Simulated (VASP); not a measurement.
# Al15CrN16 (a cell with a defect) in VASP: notebook

Runs on Al15CrN16 (a cell with a defect). Level: PBEsol+U. Tasks: relaxation of the atoms, single point.

Program: VASP 6.6.1. These are calculated values, not measurements. Logs are shortened: lines on timing, memory, paths and dates and some standing lists are left out, and cuts for length are marked.

## 1. Starting point

The cell holds a defect, 32 atoms: a = 6.220 Å, b = 6.220 Å, c = 9.960 Å, α = 90.00°, β = 90.00°, γ = 120.00°.

## 2. Relaxation of the atoms, PBEsol+U, collinear spin, ferromagnetic start (atoms moved at random, drawn with an rms of 0.05 Å)

INCAR

```
PREC = Accurate ; ENCUT = 450
EDIFF = 1E-5 ; ISMEAR = 0
SIGMA = 0.03 ; LREAL = Auto
LASPH = True ; NELM = 120
ALGO = Normal ; ISIF = 2
LWAVE = False ; LCHARG = False
ISPIN = 2 ; MAGMOM = 2 0 0 0 0 0 0 0 0 0 0 0 0 0 0 0 0 0 0 0 0 0 0 0 0 0 0 0 0 0 0 0
LORBIT = 11 ; NUPDOWN = 2
LMAXMIX = 4 ; LDAU = True
LDAUTYPE = 2 ; LDAUL = 2 -1 -1
LDAUU = 3 0 0 ; LDAUJ = 0 0 0
LDAUPRINT = 1 ; GGA = PS
IBRION = 2 ; NSW = 60
EDIFFG = -0.03 ; NELECT = 138.0
ISYM = 0 ; KPAR = 4
```

KPOINTS

```
Automatic mesh
0
Gamma
  3 3 2
```

POSCAR

```
Al15CrN16
1.0
    6.2200008610      0.0000000000      0.0000000000
   -3.1100004305      5.3866787572      0.0000000000
    0.0000000000      0.0000000000      9.9600000000
Cr Al N
1 15 16
Direct
    0.3348380000      0.1571440000      0.0024100000
    0.3389130000      0.1787790000      0.4978500000
    0.3326130000      0.6662930000     -0.0011870000
    0.3380940000      0.6708760000      0.5003650000
    0.8302800000      0.1647090000      0.0003800000
    0.8336470000      0.1762250000      0.4936960000
    0.8325520000      0.6628620000      0.0019380000
    0.8356880000      0.6661060000      0.5020450000
    0.1714360000      0.3328260000      0.2550670000
    0.1660520000      0.3321490000      0.7496780000
    0.1605280000      0.8285910000      0.2476480000
    0.1653210000      0.8271190000      0.7534490000
    0.6705490000      0.3363820000      0.2496000000
    0.6565400000      0.3304620000      0.7548790000
    0.6764360000      0.8324680000      0.2503540000
    0.6637680000      0.8348840000      0.7447250000
    0.3258330000      0.1626460000      0.1956720000
    0.3368400000      0.1785310000      0.6871210000
    0.3340380000      0.6613450000      0.1945860000
    0.3275630000      0.6621310000      0.6911610000
    0.8358300000      0.1653080000      0.1919770000
    0.8459290000      0.1668730000      0.6864040000
    0.8355880000      0.6746520000      0.1928540000
    0.8413400000      0.6704700000      0.6917470000
    0.1587440000      0.3323350000      0.4429670000
    0.1703890000      0.3407880000      0.9410520000
    0.1704780000      0.8385540000      0.4420350000
    0.1680850000      0.8285560000      0.9383340000
    0.6595110000      0.3258370000      0.4404490000
    0.6721440000      0.3374300000      0.9425140000
    0.6571340000      0.8271340000      0.4463450000
    0.6604080000      0.8269220000      0.9360050000
```

Potentials or basis: VASP PAW PBE potentials, release 64 (Cr_pv, Al, N).

Command:

```console
$ cat potpaw_PBE.64/Cr_pv/POTCAR potpaw_PBE.64/Al/POTCAR potpaw_PBE.64/N/POTCAR > POTCAR
$ mpirun -np 4 vasp_std > vasp.out
```

OUTCAR:

```text
PREC = Accurate
   ENCUT = 450
   EDIFF = 1E-5
   ISMEAR = 0
   LREAL = Auto
   LASPH = True
   NELM = 120
   ISIF = 2
   ISPIN = 2
   LORBIT = 11
   NUPDOWN = 2
   GGA = PS
   IBRION = 2
   NSW = 60
   EDIFFG = -0.03
   NELECT = 138.0
   ISYM = 0

 ion  position               nearest neighbor table
   1  0.335  0.157  0.002-  28 1.88  30 1.91  17 1.93  26 1.97  14 3.01  11 3.02   3 3.05  12 3.05
                            13 3.06   5 3.06   7 3.10   9 3.11   7 3.12  10 3.13   5 3.16   3 3.17
   2  0.339  0.179  0.498-  29 1.82  25 1.88  18 1.89  27 1.92   9 2.97  13 3.05   8 3.06  10 3.06
                             4 3.06  14 3.08   6 3.09  11 3.13   6 3.14   4 3.16   8 3.16  12 3.17
   3  0.333  0.666  0.999-  26 1.85  28 1.86  32 1.87  19 1.95  12 3.02   1 3.05  11 3.06  10 3.07
                            16 3.10   5 3.10   7 3.10  15 3.12   7 3.12   9 3.12   5 3.12   1 3.17
   4  0.338  0.671  0.500-  31 1.80  27 1.90  20 1.90  25 1.91  16 3.00   9 3.05   2 3.06  10 3.08
                            12 3.08  15 3.09  11 3.10   6 3.11   8 3.11   8 3.11   6 3.11   2 3.16
   5  0.830  0.165  0.000-  30 1.87  21 1.91  26 1.93  32 1.93  14 3.05  13 3.06   1 3.06  15 3.07
                            10 3.08   7 3.09   3 3.10  16 3.10   3 3.12   7 3.13   9 3.13   1 3.16
   6  0.834  0.176  0.494-  25 1.82  29 1.82  22 1.92  31 1.94  13 2.99   9 2.99   8 3.04  15 3.05
                             2 3.09  16 3.10   4 3.11   4 3.11  10 3.12   2 3.14  14 3.16   8 3.18
   7  0.833  0.663  0.002-  30 1.85  23 1.90  28 1.92  32 1.93  11 3.02  13 3.03  15 3.03  14 3.04
                            12 3.06   5 3.09   1 3.10   3 3.10   3 3.12   1 3.12   5 3.13  16 3.15
   8  0.836  0.666  0.502-  24 1.89  27 1.90  31 1.91  29 1.93  16 3.03   6 3.04  15 3.06   2 3.06
                            12 3.07  13 3.08  11 3.08  14 3.10   4 3.11   4 3.11   2 3.16   6 3.18
   9  0.171  0.333  0.255-  17 1.85  19 1.87  25 1.87  21 1.91   2 2.97   6 2.99   4 3.05  13 3.09
[... 17 lines left out ...]
  19  0.334  0.661  0.195-   9 1.87  11 1.91  15 1.93   3 1.95
  20  0.328  0.662  0.691-  12 1.87  10 1.87  16 1.89   4 1.90
  21  0.836  0.165  0.192-  15 1.89  13 1.90   5 1.91   9 1.91
  22  0.846  0.167  0.686-  10 1.84  16 1.88   6 1.92  14 2.02
[... 8 lines left out ...]
  31  0.657  0.827  0.446-   4 1.80   8 1.91   6 1.94  15 1.96
  32  0.660  0.827  0.936-   3 1.87  16 1.91   7 1.93   5 1.93

IMPORTANT INFORMATION: All symmetrisations will be switched off!
NOSYMM: (Re-)initialisation of all symmetry stuff for point group C_1.

----------------------------------------------------------------------------------------

                                     Primitive cell

  volume of cell :     333.7113

  direct lattice vectors                    reciprocal lattice vectors
     6.220000861  0.000000000  0.000000000     0.160771682  0.092821574  0.000000000
    -3.110000430  5.386678757  0.000000000     0.000000000  0.185643148  0.000000000
     0.000000000  0.000000000  9.960000000     0.000000000  0.000000000  0.100401606

  length of vectors
     6.220000861  6.220000861  9.960000000     0.185643148  0.185643148  0.100401606

  position of ions in fractional coordinates (direct lattice)
     0.334838000  0.157144000  0.002410000
     0.338913000  0.178779000  0.497850000
     0.332613000  0.666293000  0.998813000
     0.338094000  0.670876000  0.500365000
     0.830280000  0.164709000  0.000380000
     0.833647000  0.176225000  0.493696000
[... 24 lines left out ...]
     0.657134000  0.827134000  0.446345000
     0.660408000  0.826922000  0.936005000

  ion indices of the primitive-cell ions
   primitive index   ion index
                 1           1
                 2           2
                 3           3
                 4           4
                 5           5
                 6           6
[... 24 lines left out ...]
                31          31
                32          32

----------------------------------------------------------------------------------------

 KPOINTS: Automatic mesh

Automatic generation of k-mesh.
 Grid dimensions read from file:
 generate k-points for:    3    3    2

 Generating k-lattice:

  Cartesian coordinates                     Fractional coordinates (reciprocal lattice)
     0.053590561  0.030940525  0.000000000     0.333333333 -0.000000000  0.000000000
     0.000000000  0.061881049  0.000000000     0.000000000  0.333333333  0.000000000
     0.000000000  0.000000000  0.050200803     0.000000000  0.000000000  0.500000000

  Length of vectors
[... 101 lines left out ...]
 fundamental gap:     -0.2892709602
 Fermi energy:         9.6106454941

 spin component 1

 k-point     1 :       0.0000    0.0000    0.0000
  band No.  band energies     occupation
      1     -34.5978      1.00000
      2     -34.3270      1.00000
      3     -33.9593      1.00000
      4      -9.2212      1.00000
      5      -8.3127      1.00000
      6      -8.1446      1.00000
[... 1672 lines left out ...]
     80      12.8897      0.00000
     81      13.1031      0.00000
 [bands above 81 left out]

------------------------ aborting loop because EDIFF is reached ----------------------------------------

  FORCE on cell =-STRESS in cart. coord.  units (eV):
  Direction    XX          YY          ZZ          XY          YZ          ZX
  --------------------------------------------------------------------------------------
  -------------------------------------------------------------------------------------
  Total       19.7356885     16.3895999     15.9186554      1.2337995      0.0950426     -1.0071352
  in kB       94.7527897     78.6879214     76.4268755      5.9235808      0.4563078     -4.8353452
  external PRESSURE =      83.2891955 kB  Pullay stress =       0.0000000 kB
[... 179 lines left out ...]
  FREE ENERGIE OF THE ION-ELECTRON SYSTEM (eV)
  ---------------------------------------------------
  free  energy   TOTEN  =      -241.0013701056 eV

  energy  without entropy=     -241.0013701056  energy(sigma->0) =     -241.00137011

[... ionic steps 4 to 13 ...]

--------------------------------------- Ionic step       14  -------------------------------------------

 number of electron     137.9999984 magnetization       2.0000000

------------------------ aborting loop because EDIFF is reached ----------------------------------------
[... 121 lines left out ...]
  FREE ENERGIE OF THE ION-ELECTRON SYSTEM (eV)
  ---------------------------------------------------
  free  energy   TOTEN  =      -241.1525594195 eV

  energy  without entropy=     -241.1525594195  energy(sigma->0) =     -241.15255942

atom =   1  type =  1  l = 2

 onsite density matrix

spin component  1

  0.6865  0.1053  0.2024  0.1786 -0.1315
  0.1053  0.6795  0.0926 -0.0784  0.2978
  0.2024  0.0926  0.4044 -0.1603 -0.1183
  0.1786 -0.0784 -0.1603  0.7699  0.1034
 -0.1315  0.2978 -0.1183  0.1034  0.5380

spin component  2

  0.1669 -0.1320 -0.0105 -0.1261  0.0916
 -0.1320  0.4055 -0.0042  0.1895 -0.2752
 -0.0105 -0.0042  0.1355  0.0083  0.0057
 -0.1261  0.1895  0.0083  0.1851 -0.1295
  0.0916 -0.2752  0.0057 -0.1295  0.2692

 occupancies and eigenvectors

  o =  0.0412  v =  0.0000  0.0000  0.0000  0.0000  0.0000  0.4960 -0.4047 -0.0082  0.7148 -0.2815      0.0000  0.0000  0.0000  0.0000  0.0000  0.0000  0.0000  0.0000  0.0000  0.0000
  o =  0.0547  v =  0.0000  0.0000  0.0000  0.0000  0.0000  0.3937  0.5287 -0.0011  0.2981  0.6903      0.0000  0.0000  0.0000  0.0000  0.0000  0.0000  0.0000  0.0000  0.0000  0.0000
  o =  0.1254  v =  0.0000  0.0000  0.0000  0.0000  0.0000  0.3982  0.1563  0.8320 -0.2686 -0.2295      0.0000  0.0000  0.0000  0.0000  0.0000  0.0000  0.0000  0.0000  0.0000  0.0000
  o =  0.1581  v =  0.0000  0.0000  0.0000  0.0000  0.0000  0.5885  0.2406 -0.5547 -0.4133 -0.3423      0.0000  0.0000  0.0000  0.0000  0.0000  0.0000  0.0000  0.0000  0.0000  0.0000
  o =  0.1791  v = -0.3947  0.5362 -0.0031  0.3085 -0.6794  0.0000  0.0000  0.0000  0.0000  0.0000      0.0000  0.0000  0.0000  0.0000  0.0000  0.0000  0.0000  0.0000  0.0000  0.0000
  o =  0.2098  v =  0.3705  0.1679 -0.8379 -0.2951 -0.2129  0.0000  0.0000  0.0000  0.0000  0.0000      0.0000  0.0000  0.0000  0.0000  0.0000  0.0000  0.0000  0.0000  0.0000  0.0000
  o =  0.7827  v =  0.0000  0.0000  0.0000  0.0000  0.0000 -0.3068  0.6887  0.0010  0.3965 -0.5238      0.0000  0.0000  0.0000  0.0000  0.0000  0.0000  0.0000  0.0000  0.0000  0.0000
  o =  0.8630  v =  0.5482  0.2765  0.5454 -0.4737 -0.3179  0.0000  0.0000  0.0000  0.0000  0.0000      0.0000  0.0000  0.0000  0.0000  0.0000  0.0000  0.0000  0.0000  0.0000  0.0000
  o =  0.9101  v = -0.5580  0.3800 -0.0192 -0.6630  0.3231  0.0000  0.0000  0.0000  0.0000  0.0000      0.0000  0.0000  0.0000  0.0000  0.0000  0.0000  0.0000  0.0000  0.0000  0.0000
  o =  0.9164  v =  0.3083  0.6808 -0.0017  0.3922  0.5363  0.0000  0.0000  0.0000  0.0000  0.0000      0.0000  0.0000  0.0000  0.0000  0.0000  0.0000  0.0000  0.0000  0.0000  0.0000

--------------------------------------- Ionic step       16  -------------------------------------------

 number of electron     137.9999987 magnetization       2.0000000

 Free energy of the ion-electron system (eV)
  ---------------------------------------------------
  ext. energy  EPLUGINS =         0.00000000
  ---------------------------------------------------
  free energy    TOTEN  =      -241.15334858 eV

  energy without entropy =     -241.15334858  energy(sigma->0) =     -241.15334858

 E-fermi :   9.7728     XC(G=0): -11.2313

 val. band max:        9.5108712715   @ k =  -0.3333   0.3333   0.5000
 cond. band min:       9.8010434793   @ k =   0.0000   0.0000   0.5000
 fundamental gap:      0.2901722078
 Fermi energy:         9.0535224755

 spin component 1

 k-point     1 :       0.0000    0.0000    0.0000
  band No.  band energies     occupation
      1     -34.9089      1.00000
      2     -34.3307      1.00000
      3     -34.1693      1.00000
      4      -9.1740      1.00000
      5      -8.2923      1.00000
      6      -8.1031      1.00000
[... 1672 lines left out ...]
     80      12.9248      0.00000
     81      13.1315      0.00000
 [bands above 81 left out]

------------------------ aborting loop because EDIFF is reached ----------------------------------------

  FORCE on cell =-STRESS in cart. coord.  units (eV):
  Direction    XX          YY          ZZ          XY          YZ          ZX
  --------------------------------------------------------------------------------------
  -------------------------------------------------------------------------------------
  Total       15.5103516     16.3261273     15.7446428      0.7066397     -0.5634556      0.9923004
  in kB       74.4665726     78.3831842     75.5914253      3.3926398     -2.7052003      4.7641222
  external PRESSURE =      76.1470607 kB  Pullay stress =       0.0000000 kB
[... 47 lines left out ...]
  FREE ENERGIE OF THE ION-ELECTRON SYSTEM (eV)
  ---------------------------------------------------
  free  energy   TOTEN  =      -241.1533485821 eV

  energy  without entropy=     -241.1533485821  energy(sigma->0) =     -241.15334858

 reached required accuracy - stopping structural energy minimisation

 total charge

# of ion       s       p       d       tot
------------------------------------------
    1        0.325   6.342   4.209  10.877
    2        0.370   0.443   0.000   0.814
    3        0.373   0.455   0.000   0.828
    4        0.375   0.456   0.000   0.831
    5        0.373   0.455   0.000   0.828
    6        0.375   0.456   0.000   0.831
[... 24 lines left out ...]
   31        1.224   2.621   0.000   3.845
   32        1.224   2.615   0.000   3.839
--------------------------------------------------
tot         25.534  55.063   4.209  84.805

 magnetization (x)

# of ion       s       p       d       tot
------------------------------------------
    1        0.021   0.010   1.911   1.942
    2        0.000   0.000   0.000   0.001
    3        0.003   0.003   0.000   0.006
    4       -0.000  -0.000   0.000  -0.000
    5        0.003   0.003   0.000   0.006
    6       -0.000  -0.000   0.000  -0.000
[... 24 lines left out ...]
   31        0.000   0.000   0.000   0.001
   32       -0.000  -0.001   0.000  -0.001
--------------------------------------------------
tot          0.028   0.009   1.911   1.948
```

It took 78 min on 4 MPI ranks of Intel Xeon Platinum 8559C (Emerald Rapids), shared host; peak memory 0.77 GiB.

Results:

- Free energy: -241.1533 eV
- Energy gained by relaxing: 38.5 meV/atom
- Ionic steps: 16
- Largest force after relaxing: 0.027 eV/Å
- Net moment: 2.00 μB per cell
- Site moments: Cr +1.94; Al +0.00, +0.01, -0.00; N -0.01, +0.00, -0.00 μB
- Valence electrons inside the program's atomic spheres: Cr 10.88; Al 0.81, 0.83, 0.82; N 3.85, 3.83, 3.84

Forces in eV/Å, atoms in the order of the input:
```
Cr  -0.008  0.011  0.020
Al   0.007  0.001  0.008
Al   0.007 -0.003  0.000
Al   0.010 -0.005 -0.011
Al  -0.010  0.001  0.013
Al   0.012  0.011  0.008
Al  -0.014 -0.009 -0.017
Al   0.005 -0.002 -0.001
Al   0.000  0.001 -0.012
Al  -0.002  0.005  0.002
Al   0.005  0.000  0.001
Al  -0.006  0.021  0.007
Al   0.007 -0.005 -0.022
Al   0.010  0.002  0.015
Al   0.019 -0.013  0.015
Al   0.004 -0.016 -0.001
N    0.003  0.003 -0.007
N   -0.009 -0.006 -0.006
N    0.006 -0.001 -0.006
N    0.005 -0.005  0.004
N    0.001 -0.008  0.013
N   -0.015  0.006  0.015
N    0.003  0.001  0.004
N   -0.006 -0.004 -0.007
N    0.011 -0.017 -0.017
N   -0.005  0.004 -0.019
N   -0.003  0.005  0.008
N   -0.007  0.014  0.000
N   -0.007 -0.015 -0.005
N   -0.009  0.003 -0.005
N   -0.001 -0.001  0.014
N   -0.013  0.022 -0.008
```

The path:
```csv
step,energy change (eV),largest force (eV/Å),pressure (GPa)
1,0.0000,2.2567,8.33
2,-0.9377,1.3079,7.93
3,-1.0797,0.6584,7.70
4,-1.1841,0.2683,7.61
5,-1.1842,0.2563,7.60
6,-1.2080,0.1587,7.62
7,-1.2083,0.1723,7.64
8,-1.2205,0.1104,7.62
9,-1.2219,0.1542,7.62
10,-1.2276,0.0514,7.62
11,-1.2278,0.0642,7.62
12,-1.2293,0.0437,7.61
13,-1.2294,0.0514,7.61
14,-1.2306,0.0344,7.62
15,-1.2309,0.0603,7.62
16,-1.2317,0.0274,7.61
```

Final structure:
```xyz
32
Lattice="6.2200 0.0000 0.0000 -3.1100 5.3867 0.0000 0.0000 0.0000 9.9600" Properties=species:S:1:pos:R:3 pbc="T T T"
Cr    1.5500    0.8995    0.0287
Al    1.5655    0.8923    4.9561
Al   -0.0168    3.5844    9.9501
Al    0.0051    3.5912    4.9822
Al    4.6626    0.9153    9.9485
Al    4.6685    0.8935    4.9808
Al    3.1115    3.5907    0.0061
Al    3.1102    3.5923    4.9826
Al    0.0172    1.7863    2.4995
Al   -0.0072    1.8005    7.4610
Al   -1.5484    4.4799    2.4992
Al   -1.5585    4.4799    7.4811
Al    3.1214    1.7951    2.5012
Al    3.1149    1.8037    7.4804
Al    1.5567    4.4891    2.4729
Al    1.5524    4.4921    7.4833
N     1.5805    0.8836    2.0821
N     1.5590    0.8961    6.8681
N     0.0031    3.5799    1.9099
N     0.0072    3.6008    6.8620
N     4.6768    0.9021    1.9087
N     4.6618    0.8882    6.8609
N     3.1147    3.5885    1.9206
N     3.0980    3.5992    6.8651
N    -0.0025    1.7983    4.4092
N    -0.0881    1.8465    9.2993
N    -1.5508    4.4688    4.4098
N    -1.5683    4.3969    9.3428
N     3.1303    1.8041    4.4113
N     3.1818    1.8528    9.3427
N     1.5569    4.4884    4.3763
N     1.5468    4.4928    9.3761
```

Eigenvalues of the final occupation matrices:
| site | spin | trace | eigenvalues |
| --- | --- | --- | --- |
| site 1 d | 1 | 3.08 | 0.18 0.21 0.86 0.91 0.92 |
| site 1 d | 2 | 1.16 | 0.04 0.05 0.13 0.16 0.78 |

Caveat: the k mesh is coarse (spacing up to 0.39 Å⁻¹), so the values aren't converged; the cell is charged against a uniform background, so pressure and absolute levels hang on convention; the cutoff is under 1.25 times the usual one of these potentials, so pressure, stress and relaxed cells hold a basis-set (Pulay) error; the PAW data sets were made with another functional, which shifts forces and pressure a little; the total moment is fixed, so each spin has its own Fermi level; only a ferromagnetic start was run, and an antiferromagnetic order may lie lower in energy.

(Continued in part 2 of 2.)
